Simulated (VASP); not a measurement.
Data:

```
HfC
1.0
    0.00000     2.26258     2.26258
    2.26258     0.00000     2.26258
    2.26258     2.26258     0.00000
Hf C
1 1
Direct
  0.00000   0.00000   0.00000
  0.50000   0.50000   0.50000
```

These are vdW-DF-cx, VASP's PBE PAW potentials (set 64) (plane waves; VASP) values and carry that method's errors. Numerical set-up: 520 eV cut-off, 14×14×14 Γ-centred mesh, first-order Methfessel-Paxton smearing of 0.10 eV, potentials Hf_pv C.

Unless said otherwise, spin-orbit coupling is left out, though it shifts the bands of the heavy elements here.

Problem. What does the run give for the energy per atom (σ→0), pressure, band gap (on the k-mesh) with the smallest direct gap where there is one?

Solution. 
The band gap (on the k-mesh) is none (metal, semimetal or under 0.01 eV). The energy per atom (σ→0) comes out as -9.027 eV/atom and the pressure comes out as 17.48 GPa.

The compound is HfC in the rock salt structure. This cell is one point of a volume scan, at 0.94 of the reference volume.
